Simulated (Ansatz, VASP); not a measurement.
**Two plane-wave programs on Y2Be**

```xyz
6
Lattice="0.0000 3.9482 3.9482 3.9482 0.0000 3.9482 3.9482 3.9482 0.0000" Properties=species:S:1:pos:R:3 pbc="T T T"
Y     4.9352    4.9352    4.9352
Y     4.9352    2.9611    2.9611
Y     2.9611    2.9611    4.9352
Y     2.9611    4.9352    2.9611
Be    0.0000    0.0000    0.0000
Be    1.9741    1.9741    1.9741
```

Alike in both runs: task relaxation of cell and atoms; functional PBE; k mesh 4 × 4 × 4; occupations gaussian, width 0.1 eV; no spin polarisation.

```csv
,VASP,Ansatz
version,VASP 6.6.1,Ansatz 0.2.0
potentials or method,"VASP PAW PBE potentials, release 64 (Y_sv, Be)","scalar-relativistic, plane waves, PAW"
plane-wave cutoff (eV),600,420
valence electrons in the cell,48,48
```

VASP gave:

```
gap on the k mesh at the Fermi level, each at its own relaxed structure (eV) : none
relaxed volume (Å³/atom)                                                     : 26.94
relaxed cell length with the largest relative difference (Å)                 : 6.115
energy change over the relaxation (meV/atom)                                 : -247
```

Question: What did Ansatz give for the same quantities?

Answer: gap on the k mesh at the Fermi level, each at its own relaxed structure (eV): none; relaxed volume (Å³/atom): 26.82; relaxed cell length with the largest relative difference (Å): 6.106; energy change over the relaxation (meV/atom): -249.

A gap of «none» marks a metal or a gap that the smearing closes.

Caveats: the volume moved by over 15 % at a fixed basis, so the end points are rough (VASP).
